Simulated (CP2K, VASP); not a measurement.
The input files of a VASP run:

### KPOINTS
```
Automatic mesh
0
Gamma
4 4 4
0 0 0
```

POSCAR:
```
BW2
1
   -2.7279130000     2.7279130000     2.3352810000
    2.7279130000    -2.7279130000     2.3352810000
    2.7279130000     2.7279130000    -2.3352810000
B W
2 4
Direct
  0.2395510000   0.2560190000  -0.0062260000
  0.7480770000   0.7595740000  -0.0042520000
  0.6833000000   0.8408810000   0.5402470000
  0.3496270000   0.1644950000   0.5099120000
  0.8143470000   0.3098670000   0.1275390000
  0.1650980000   0.6691640000   0.8327790000
```

### INCAR
```
ALGO  =  Normal
EDIFF  =  1E-6
ENCUT  =  400
ISIF  =  2
ISMEAR  =  0
LASPH  =  .TRUE.
LCHARG  =  .FALSE.
LMAXMIX  =  6
LREAL  =  .FALSE.
LWAVE  =  .FALSE.
NELM  =  100
PREC  =  Accurate
SIGMA  =  0.136
SYSTEM  =  BW2
```

POTCAR, in this order: B W_sv (LDA.64 set). Program: vasp_std.

Problem. Translate it to CP2K.

Solution. One input that does it (LDA (Pade form), GPW, DZVP-MOLOPT-SR-GTH basis, GTH-PADE potentials (GTH_POTENTIALS)):
```
&GLOBAL
  PROJECT scf
  RUN_TYPE ENERGY_FORCE
  PRINT_LEVEL LOW
&END GLOBAL
&FORCE_EVAL
  METHOD Quickstep
  STRESS_TENSOR ANALYTICAL
  &DFT
    BASIS_SET_FILE_NAME BASIS_MOLOPT
    POTENTIAL_FILE_NAME GTH_POTENTIALS
    &QS
      METHOD GPW
      EPS_DEFAULT 1E-11
    &END QS
    &MGRID
      CUTOFF 500
      REL_CUTOFF 50
      NGRIDS 5
    &END MGRID
    &SCF
      SCF_GUESS ATOMIC
      EPS_SCF 1E-7
      MAX_SCF 100
      ADDED_MOS 11
      &DIAGONALIZATION
        ALGORITHM STANDARD
      &END DIAGONALIZATION
      &MIXING
        METHOD BROYDEN_MIXING
        ALPHA 0.2
        NBUFFER 10
      &END MIXING
      &SMEAR ON
        METHOD GAUSSIAN
        SIGMA [eV] 0.136
      &END SMEAR
    &END SCF
    &KPOINTS
      SCHEME MONKHORST-PACK 4 4 4
      GAMMA_CENTERED T
    &END KPOINTS
    &XC
      &XC_FUNCTIONAL PADE
      &END XC_FUNCTIONAL
    &END XC
    &PRINT
      &MO
        EIGENVALUES T
        OCCUPATION_NUMBERS T
        NDIGITS 8
        FILENAME mo
        &EACH
          QS_SCF 0
        &END EACH
        ADD_LAST NUMERIC
      &END MO
      &MULLIKEN OFF
      &END MULLIKEN
    &END PRINT
  &END DFT
  &SUBSYS
    &CELL
      A 4.50960700 0.00000000 0.00000000
      B -2.09097600 3.99554400 0.00000000
      C -1.20931500 -1.99777200 3.85785200
      PERIODIC XYZ
    &END CELL
    &COORD
      B        0.55248048     1.03537331    -0.02401899
      B        1.79042428     3.04340586    -0.01640359
      W        0.66982367     2.28048670     2.08419297
      W        0.61608104    -0.36144091     1.96716503
      W        2.87022565     0.98329339     0.49202659
      W       -1.66177090     1.00997164     3.21273813
    &END COORD
    &KIND B
      BASIS_SET DZVP-MOLOPT-SR-GTH-q3
      POTENTIAL GTH-PADE-q3
    &END KIND
    &KIND W
      BASIS_SET DZVP-MOLOPT-SR-GTH-q14
      POTENTIAL GTH-PADE-q14
    &END KIND
  &END SUBSYS
  &PRINT
    &FORCES ON
    &END FORCES
    &STRESS_TENSOR ON
    &END STRESS_TENSOR
  &END PRINT
&END FORCE_EVAL
```
Both inputs were run and reached self-consistency, which says nothing on mesh or cut-off. Potentials, basis and cut-offs are each code's own, so they don't translate, and total energies aren't comparable.

VASP's LDA is the Perdew-Zunger fit; the other code's may be Perdew-Wang, which differs slightly.

The structure comes from a computed database's BW2 entry; how it stands against other phases isn't given here. The cell was not relaxed at this level, atoms are displaced from their ideal sites, and it may have been scaled.
